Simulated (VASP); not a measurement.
Wanted: the native input for a VASP 6.6.1 run.

```yaml
Task: single point
Functional: LDA
Potentials_or_basis: VASP PAW LDA potentials, release 64 (Ti_sv, Os)
Cutoff: 520 eV
k_mesh: 14 × 14 × 14
Occupations: gaussian, width 0.1 eV
Spin: no spin polarisation
Dipole_correction: no
Further_INCAR_settings: ALGO = Fast; EDIFF = 1e-06; NBANDS = 17
```

The structure of TiOs lies in POSCAR:

```
TiOs
1.0
    3.0398976908      0.0000000000      0.0000000000
    0.0000000000      3.0398976908      0.0000000000
    0.0000000000      0.0000000000      3.0398976908
Ti Os
1 1
Direct
    0.5000000000      0.5000000000      0.5000000000
    0.0000000000      0.0000000000      0.0000000000
```

These files were run (other wordings do the same):

INCAR

```
SYSTEM = TiOs
ALGO = Fast
EDIFF = 1E-6
ENCUT = 520
GGA = CA
ISIF = 2
ISMEAR = 0
LASPH = .TRUE.
LCHARG = .TRUE.
LELF = .TRUE.
LREAL = .FALSE.
LVHAR = .TRUE.
LWAVE = .FALSE.
NBANDS = 17
NELM = 80
PREC = Accurate
SIGMA = 0.1
```

KPOINTS

```
k-points
0
G
  14 14 14
  0 0 0
```

Potentials or basis: VASP PAW LDA potentials, release 64 (Ti_sv, Os).

Run with:

```sh
$ cat potpaw_LDA.64/Ti_sv/POTCAR potpaw_LDA.64/Os/POTCAR > POTCAR
$ mpirun -np 1 vasp_std > vasp.out
```

It gave:

The pressure is 0.4 GPa and the band gap on the k mesh is none (metal or under the smearing width).

Wall time 37 s on 1 thread of Intel(R) Xeon(R) Platinum 8559C (Emerald Rapids), on a shared host, peak memory 0.17 GiB.
